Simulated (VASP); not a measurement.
Input:

```yaml
crystal:
  lattice:
    - [0.00000, 2.57000, 2.57000]
    - [2.57000, 0.00000, 2.57000]
    - [2.57000, 2.57000, 0.00000]
  atoms:
    - { symbol: Li, position: [0.00000, 0.00000, 0.00000] }
    - { symbol: Cl, position: [0.50000, 0.50000, 0.50000] }
```

Calculation: HSEsol screened hybrid, VASP's PBE PAW potentials (set 64) (plane waves; VASP). Settings: 520 eV cut-off, 6×6×6 Γ-centred mesh, Gaussian smearing of 0.050 eV, potentials Li_sv Cl.

Give the stress tensor in GPa (positive for a compressed cell).

```
-1.76   0.00   0.00
 0.00  -1.76   0.00
 0.00   0.00  -1.76
```
The pressure is its mean diagonal, -1.76 GPa.

The compound is LiCl in the rock salt structure. The cell was not relaxed at this level. The cell's shape comes from a PBE relaxation.
